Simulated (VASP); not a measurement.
# HoTl3: vacancies and antisites compared, part 5 of 6

Wanted: a map of the native defects of HoTl3, all in one supercell and at one level. The start is a cell from a database of measured crystal structures.

VASP 6.6.1, plane waves and PAW; the level of theory is named at each step.

Still holding for the runs below: The data set Ho_3 holds the 4f electrons frozen in the core, so no f bands or f moments appear.

So far, formation energy of the neutral defect (eV): step 7 (this defect's formation energies, 31 atoms, defect vacancy …) 2.01.

**8. Relaxing the defect, 31 atoms, defect Tl vacancy**

This step: PBEsol, 4f electrons in the core; plane waves and PAW (Tl, Ho_3) (VASP 6.6.1).

System of this step: Ho8Tl23. The cell holds 31 atoms: 23 Tl and 8 Ho. Its edges and angles: a = 9.332 Å, b = 9.332 Å, c = 9.332 Å, α = 90.0°, β = 90.0°, γ = 90.0°. It derives from HoTl3. Nearest the centre at fractional (0.250, 0.250, 0.000): Tl8 at 3.30 Å, Tl11 at 3.30 Å, Tl10 at 3.30 Å, Tl9 at 3.30 Å, Tl16 at 3.30 Å, Ho24 at 3.30 Å, Tl20 at 3.30 Å, Tl17 at 3.30 Å.

Input file INCAR:

```
SYSTEM = Ho8Tl23
PREC = Normal
ENCUT = 300
EDIFF = 1E-05
NELM = 120
ISMEAR = 1
SIGMA = 0.2
LREAL = Auto
ALGO = Fast
GGA = PS
LORBIT = 11
LWAVE = .FALSE.
LCHARG = .TRUE.
KPAR = 4
NCORE = 2
IBRION = 2
NSW = 50
ISIF = 2
EDIFFG = -0.03
POTIM = 0.4
MAXMIX = 40
ISYM = 2
```

Input file POSCAR:

```
Ho8Tl23
1.0
    9.3320000000      0.0000000000      0.0000000000
    0.0000000000      9.3320000000      0.0000000000
    0.0000000000      0.0000000000      9.3320000000
Tl Ho
23 8
Direct
    0.2500000000      0.2500000000      0.5000000000
    0.2500000000      0.7500000000      0.0000000000
    0.2500000000      0.7500000000      0.5000000000
    0.7500000000      0.2500000000      0.0000000000
    0.7500000000      0.2500000000      0.5000000000
    0.7500000000      0.7500000000      0.0000000000
    0.7500000000      0.7500000000      0.5000000000
    0.2500000000      0.0000000000      0.2500000000
    0.2500000000      0.0000000000      0.7500000000
    0.2500000000      0.5000000000      0.2500000000
    0.2500000000      0.5000000000      0.7500000000
    0.7500000000      0.0000000000      0.2500000000
    0.7500000000      0.0000000000      0.7500000000
    0.7500000000      0.5000000000      0.2500000000
    0.7500000000      0.5000000000      0.7500000000
    0.0000000000      0.2500000000      0.2500000000
    0.0000000000      0.2500000000      0.7500000000
    0.0000000000      0.7500000000      0.2500000000
    0.0000000000      0.7500000000      0.7500000000
    0.5000000000      0.2500000000      0.2500000000
    0.5000000000      0.2500000000      0.7500000000
    0.5000000000      0.7500000000      0.2500000000
    0.5000000000      0.7500000000      0.7500000000
    0.0000000000      0.0000000000      0.0000000000
    0.0000000000      0.0000000000      0.5000000000
    0.0000000000      0.5000000000      0.0000000000
    0.0000000000      0.5000000000      0.5000000000
    0.5000000000      0.0000000000      0.0000000000
    0.5000000000      0.0000000000      0.5000000000
    0.5000000000      0.5000000000      0.0000000000
    0.5000000000      0.5000000000      0.5000000000
```

Input file KPOINTS:

```
Automatic mesh
0
Monkhorst-Pack
3 3 3
0 0 0
```

The projector-augmented-wave data sets are Tl and Ho_3 (PBE family, release 64).

Launch:

```console
> mpirun -np 8 vasp_std
```

Output:

```text
[... set-up lines as in an earlier step ...]
 entering main loop
       N       E                     dE             d eps       ncg     rms          rms(c)
DAV:   1     0.940119947697E+03    0.94012E+03   -0.34807E+04  1336   0.878E+02
DAV:   2     0.283591824574E+02   -0.91176E+03   -0.88969E+03  1776   0.374E+02
DAV:   3    -0.100291884329E+03   -0.12865E+03   -0.12467E+03  1832   0.147E+02
DAV:   4    -0.108774807942E+03   -0.84829E+01   -0.81277E+01  1768   0.365E+01
DAV:   5    -0.109407400725E+03   -0.63259E+00   -0.61098E+00  1816   0.100E+01    0.473E+01
RMM:   6    -0.108417386457E+03    0.99001E+00   -0.66933E-01  1422   0.426E+00    0.284E+01
RMM:   7    -0.107971313241E+03    0.44607E+00   -0.19709E+00  1559   0.446E+00    0.113E+00
RMM:   8    -0.107974752435E+03   -0.34392E-02   -0.31085E-01  1577   0.189E+00    0.287E-01
RMM:   9    -0.107985682846E+03   -0.10930E-01   -0.12559E-01  1735   0.820E-01    0.248E-01
RMM:  10    -0.107989766851E+03   -0.40840E-02   -0.50746E-02  1691   0.485E-01    0.144E-01
RMM:  11    -0.107992624969E+03   -0.28581E-02   -0.32962E-02  1662   0.288E-01    0.635E-02
RMM:  12    -0.107994265106E+03   -0.16401E-02   -0.17161E-02  1573   0.202E-01    0.448E-02
RMM:  13    -0.107995639672E+03   -0.13746E-02   -0.13884E-02  1419   0.133E-01    0.538E-02
RMM:  14    -0.107996466327E+03   -0.82666E-03   -0.79397E-03  1221   0.106E-01    0.137E-01
RMM:  15    -0.107997031348E+03   -0.56502E-03   -0.63281E-03  1217   0.962E-02    0.538E-02
RMM:  16    -0.107997379146E+03   -0.34780E-03   -0.34791E-03  1137   0.655E-02    0.548E-02
RMM:  17    -0.107997670349E+03   -0.29120E-03   -0.29313E-03  1045   0.595E-02    0.523E-02
RMM:  18    -0.107997841182E+03   -0.17083E-03   -0.17000E-03   993   0.429E-02    0.564E-02
RMM:  19    -0.107997981939E+03   -0.14076E-03   -0.14116E-03   932   0.340E-02    0.586E-02
RMM:  20    -0.107998068566E+03   -0.86627E-04   -0.85875E-04   901   0.283E-02    0.568E-02
RMM:  21    -0.107998138766E+03   -0.70200E-04   -0.70365E-04   857   0.242E-02    0.570E-02
RMM:  22    -0.107998190491E+03   -0.51725E-04   -0.45142E-04   819   0.219E-02    0.788E-02
RMM:  23    -0.107998223437E+03   -0.32946E-04   -0.35204E-04   800   0.200E-02    0.723E-02
RMM:  24    -0.107998248543E+03   -0.25107E-04   -0.23812E-04   731   0.145E-02    0.713E-02
RMM:  25    -0.107998266428E+03   -0.17884E-04   -0.18152E-04   714   0.167E-02    0.690E-02
RMM:  26    -0.107998280341E+03   -0.13913E-04   -0.12720E-04   590   0.103E-02    0.699E-02
RMM:  27    -0.107998283721E+03   -0.33799E-05   -0.97047E-05   610   0.129E-02
   1 F= -.10799828E+03 E0= -.10800602E+03  d E =-.107998E+03
 curvature:   0.00 expect dE= 0.000E+00 dE for cont linesearch  0.000E+00
 trial: gam= 0.00000 g(F)=  0.429E-01 g(S)=  0.000E+00 ort = 0.000E+00 (trialstep = 0.100E+01)
 search vector abs. value=  0.429E-01
 bond charge predicted
       N       E                     dE             d eps       ncg     rms          rms(c)
DAV:   1    -0.108034630335E+03   -0.36350E-01   -0.29674E-01  1332   0.238E+00    0.274E-01
RMM:   2    -0.108039094498E+03   -0.44642E-02   -0.40055E-02  1426   0.106E+00    0.847E-01
RMM:   3    -0.108059227563E+03   -0.20133E-01   -0.71140E-02  1589   0.760E-01    0.223E+00
RMM:   4    -0.108052255698E+03    0.69719E-02   -0.10756E-02  1520   0.363E-01    0.273E+00
RMM:   5    -0.108038112649E+03    0.14143E-01   -0.24738E-02  1612   0.453E-01    0.116E+00
RMM:   6    -0.108038437394E+03   -0.32474E-03   -0.11372E-02  1640   0.186E-01    0.274E-01
RMM:   7    -0.108038503578E+03   -0.66184E-04   -0.20462E-03  1534   0.142E-01    0.242E-01
RMM:   8    -0.108038633550E+03   -0.12997E-03   -0.88541E-04  1302   0.124E-01    0.525E-01
RMM:   9    -0.108038557112E+03    0.76438E-04   -0.45647E-04  1278   0.523E-02    0.440E-01
RMM:  10    -0.108038544699E+03    0.12414E-04   -0.14918E-04  1084   0.602E-02    0.365E-01
RMM:  11    -0.108038548283E+03   -0.35848E-05   -0.17738E-04  1169   0.548E-02    0.132E-01
RMM:  12    -0.108038529793E+03    0.18490E-04   -0.70782E-05   928   0.480E-02    0.840E-02
RMM:  13    -0.108038527503E+03    0.22902E-05   -0.38134E-05   742   0.301E-02
   2 F= -.10803853E+03 E0= -.10804574E+03  d E =-.402438E-01
[...]
3 F= -.10812740E+03 E0= -.10813256E+03  d E =-.129117E+00
[...]
4 F= -.10816065E+03 E0= -.10816126E+03  d E =-.162363E+00
[...]
5 F= -.10817132E+03 E0= -.10817337E+03  d E =-.173037E+00
[...]
6 F= -.10818399E+03 E0= -.10818630E+03  d E =-.126667E-01
[...]
7 F= -.10820205E+03 E0= -.10820530E+03  d E =-.307322E-01
[...]
8 F= -.10820766E+03 E0= -.10821075E+03  d E =-.560419E-02
 trial-energy change:   -0.005604  1 .order   -0.005439   -0.007272   -0.003605
 step:   6.4314(harm=  7.6102)  dis= 0.01456  next Energy=  -108.208928 (dE=-0.687E-02)
 bond charge predicted
       N       E                     dE             d eps       ncg     rms          rms(c)
DAV:   1    -0.108203740366E+03    0.39107E-02   -0.65630E-01  1624   0.484E+00    0.268E-01
RMM:   2    -0.108207908929E+03   -0.41686E-02   -0.43111E-02  1702   0.766E-01    0.649E-02
RMM:   3    -0.108209045900E+03   -0.11370E-02   -0.10353E-02  1713   0.324E-01    0.138E-02
RMM:   4    -0.108209326244E+03   -0.28034E-03   -0.25761E-03  1693   0.184E-01    0.408E-02
RMM:   5    -0.108209421695E+03   -0.95452E-04   -0.97619E-04  1596   0.107E-01    0.407E-02
RMM:   6    -0.108209469811E+03   -0.48115E-04   -0.49793E-04  1427   0.737E-02    0.437E-02
RMM:   7    -0.108209486775E+03   -0.16964E-04   -0.20803E-04  1169   0.474E-02    0.363E-02
RMM:   8    -0.108209498784E+03   -0.12009E-04   -0.14054E-04  1024   0.420E-02    0.359E-02
RMM:   9    -0.108209504381E+03   -0.55972E-05   -0.70111E-05   893   0.299E-02
   9 F= -.10820950E+03 E0= -.10821249E+03  d E =-.745106E-02
 curvature:  -4.47 expect dE=-0.409E-03 dE for cont linesearch -0.160E-03
 trial: gam=-0.09039 g(F)=  0.914E-04 g(S)=  0.000E+00 ort = 0.298E-03 (trialstep = 0.436E+01)
 search vector abs. value=  0.577E-04
 reached required accuracy - stopping structural energy minimisation
```

It took 2.5 min on 8 MPI ranks of AMD EPYC 9R45, shared host; peak memory 2 GiB; 20 min of CPU time.

OUTCAR, selected parts (step 8):

```text
   k-points           NKPTS =      6   k-points in BZ     NKDIM =      6   number of bands    NBANDS=     86

   NELECT =     141.0000    total number of electrons

 E-fermi :   4.7843

 k-point     1 :       0.0000    0.0000    0.0000
  band No.  band energies     occupation
    ...
     67       4.3256      2.00554
     68       4.6573      1.87015
     69       4.7142      1.55420
     70       4.7142      1.55420
     71       4.7563      1.23378
     72       4.9063      0.15068
     73       4.9063      0.15068
     74       5.9638     -0.00000
     75       5.9638     -0.00000
     76       5.9880     -0.00000
    ...

  Total       -4.2040616     -4.2040616     -5.1159308     -0.0000000     -0.0000000     -0.0000000
  in kB       -8.2881093     -8.2881093    -10.0858163     -0.0000000     -0.0000000     -0.0000000
  external PRESSURE =      -8.8873449 kB  Pullay stress =       0.0000000 kB

 POSITION                                       TOTAL-FORCE (eV/Angst)
 -----------------------------------------------------------------------------------
      2.33300      2.33300      4.66600        -0.000000      0.000000     -0.000000
      2.33300      6.99900      0.00000        -0.000000      0.000000     -0.000000
      2.33300      6.99900      4.66600        -0.000000      0.000000     -0.000000
      6.99900      2.33300      0.00000        -0.000000      0.000000     -0.000000
      6.99900      2.33300      4.66600        -0.000000      0.000000     -0.000000
      6.99900      6.99900      0.00000        -0.000000      0.000000     -0.000000
      6.99900      6.99900      4.66600        -0.000000      0.000000     -0.000000
      2.33300      0.08757      2.22601        -0.000000     -0.000772     -0.006396
      2.33300      0.08757      7.10599        -0.000000     -0.000772      0.006396
      2.33300      4.57843      2.22601        -0.000000      0.000772     -0.006396
      2.33300      4.57843      7.10599        -0.000000      0.000772      0.006396
      6.99900      0.03079      2.35562        -0.000000     -0.008189      0.008112
      6.99900      0.03079      6.97638        -0.000000     -0.008189     -0.008112
      6.99900      4.63521      2.35562        -0.000000      0.008189      0.008112
      6.99900      4.63521      6.97638        -0.000000      0.008189     -0.008112
      0.08757      2.33300      2.22601        -0.000772      0.000000     -0.006396
      0.08757      2.33300      7.10599        -0.000772      0.000000      0.006396
      0.03079      6.99900      2.35562        -0.008189      0.000000      0.008112
      0.03079      6.99900      6.97638        -0.008189      0.000000     -0.008112
      4.57843      2.33300      2.22601         0.000772      0.000000     -0.006396
      4.57843      2.33300      7.10599         0.000772      0.000000      0.006396
      4.63521      6.99900      2.35562         0.008189      0.000000      0.008112
      4.63521      6.99900      6.97638         0.008189      0.000000     -0.008112
      9.28774      9.28774      0.00000        -0.000060     -0.000060     -0.000000
[...]
-----------------------------------------------------------------------------------
    total drift:                               -0.000000     -0.000000     -0.000000

  FREE ENERGIE OF THE ION-ELECTRON SYSTEM (eV)
  ---------------------------------------------------
  free  energy   TOTEN  =      -108.2095043812 eV

  energy  without entropy=     -108.2184510607  energy(sigma->0) =     -108.21248661

[... 5 parts as in an earlier step ...]

[... 12 further parts left out ...]
```

The run keeps the 16 symmetry operations of its start, so it cannot find a distortion of lower symmetry.

Relaxation path:

| step | energy less that of the first step (eV) | largest force (eV/Å) |
| --- | --- | --- |
| 1 | 0.0000 | 0.3666 |
| 2 | -0.0402 | 0.3188 |
| 3 | -0.1291 | 0.1839 |
| 4 | -0.1624 | 0.1778 |
| 5 | -0.1730 | 0.1346 |
| 6 | -0.1857 | 0.1119 |
| 7 | -0.2038 | 0.0671 |
| 8 | -0.2094 | 0.0340 |
| 9 | -0.2112 | 0.0156 |

The atoms that moved most (Å):

| atom | dx | dy | dz | length |
| --- | --- | --- | --- | --- |
| Tl11 | 0.000 | -0.088 | 0.107 | 0.138 |
| Tl21 | -0.088 | 0.000 | 0.107 | 0.138 |
| Tl17 | 0.088 | 0.000 | 0.107 | 0.138 |
| Tl9 | 0.000 | 0.088 | 0.107 | 0.138 |
| Tl16 | 0.088 | 0.000 | -0.107 | 0.138 |
| Tl20 | -0.088 | 0.000 | -0.107 | 0.138 |
| Tl8 | 0.000 | 0.088 | -0.107 | 0.138 |
| Tl10 | 0.000 | -0.088 | -0.107 | 0.138 |

Final coordinates:

```xyz
31
Lattice="9.3320 0.0000 0.0000 0.0000 9.3320 0.0000 0.0000 0.0000 9.3320" Properties=species:S:1:pos:R:3 pbc="T T T"
Tl    2.3330    2.3330    4.6660
Tl    2.3330    6.9990    0.0000
Tl    2.3330    6.9990    4.6660
Tl    6.9990    2.3330    0.0000
Tl    6.9990    2.3330    4.6660
Tl    6.9990    6.9990    0.0000
Tl    6.9990    6.9990    4.6660
Tl    2.3330    0.0876    2.2260
Tl    2.3330    0.0876    7.1060
Tl    2.3330    4.5784    2.2260
Tl    2.3330    4.5784    7.1060
Tl    6.9990    0.0308    2.3556
Tl    6.9990    0.0308    6.9764
Tl    6.9990    4.6352    2.3556
Tl    6.9990    4.6352    6.9764
Tl    0.0876    2.3330    2.2260
Tl    0.0876    2.3330    7.1060
Tl    0.0308    6.9990    2.3556
Tl    0.0308    6.9990    6.9764
Tl    4.5784    2.3330    2.2260
Tl    4.5784    2.3330    7.1060
Tl    4.6352    6.9990    2.3556
Tl    4.6352    6.9990    6.9764
Ho   -0.0443   -0.0443    0.0000
Ho    0.0330    0.0330    4.6660
Ho   -0.0443    4.7103    0.0000
Ho    0.0330    4.6330    4.6660
Ho    4.7103   -0.0443    0.0000
Ho    4.6330    0.0330    4.6660
Ho    4.7103    4.7103    0.0000
Ho    4.6330    4.6330    4.6660
```

This step gave:

| Property | Result |
| --- | --- |
| electronic cycles | 129 |
| electrons | 141 |
| free energy (TOTEN) | -108.2095 eV |
| energy at zero smearing | -108.2125 eV |
| Fermi energy | 4.784 eV |

Valence density in the ab plane at fractional z = 0.000, through the centre, with atoms of Tl and Ho within 0.45 Å of it. It is the smooth field of the valence electrons, not physical close to the nuclei.

Ten even steps from '0' (0.0 e/Å³) to '9' (2.8 e/Å³), each cell a mean:
```
96300000001489731000000258
53100000000245420000000125
11000000000011100000000001
00000000000000000000000000
00000000000000000000000000
00000000000000000000000000
00000000000000000000000000
00000000000000000000000000
00000000000000000000000000
32100000000123210000000013
75200000001367630000000147
97300000001589841000000269
86200000001478730000000158
43100000000134310000000024
10000000000011000000000001
00000000000000000000000000
00000000000000000000000000
00000000000000000000000000
00000000000000000000000000
00000000000000000000000000
00000000000000000000000000
21000000000122100000000012
64100000000356520000000136
97300000001589841000000269
```
Columns run along a (9.3 Å), rows up along b (9.3 Å). Atoms in or near the plane, at fractional coordinates: Tl at (0.25, 0.75), Tl at (0.75, 0.25), Tl at (0.75, 0.75), Ho at (0.00, 0.00), Ho at (0.00, 0.50), Ho at (0.50, 0.00), Ho at (0.50, 0.50).

The run ended after 9 ionic steps, 0.211 eV below its first step, once the forces on the free atoms met EDIFFG = -0.03.

The 12 first neighbours (Ho and Tl) lie 3.30 Å from the site in the perfect crystal and 3.23 Å on average after the relaxation (-2.1 %, spread from 3.16 to 3.36 Å).

**9. This defect's formation energies, 31 atoms, defect vacancy, element Tl**

This step: point defect, PBEsol; plane waves and PAW (VASP 6.6.1).

No new run; the numbers come from the runs before.

Numbers from this step:

* formation energy of the neutral defect: 0.9994 eV

Formation energy:

| formation energy (eV) | largest move (Å) |
| --- | --- |
| 0.9994 | 0.1383 |

E_f is E(defect cell) less E(perfect cell), corrected for the atoms exchanged with their references.

References, in eV an atom: Ho -4.942 (crystal P6_3/mmc) and Tl -2.639 (crystal P6_3/mmc). They were run at the supercell's cutoff and functional, without U, and count both elements from their own phases.

The formation energy is 0.999 eV, and the largest move of an atom 0.14 Å.

(Part 5 of 6 ends here.)

[Lines on the potential files, build, host, timing and source positions are cut from VASP's logs without a mark.]

[Logs are printed without paths, hosts, clocks, repeated set-up lines and the standing remarks that a program may print on its own settings, such as how far it seeks lower states.]

[Hosts, paths, dates, database ids (printed as entryN), source tags and the programs' standing remarks are cut or masked in the printed files.]

[In band tables of VASP the shares of atoms and orbitals are scaled to a sum of 1 inside the atoms' spheres.]

[Runs that stopped without an error message from VASP are left out.]
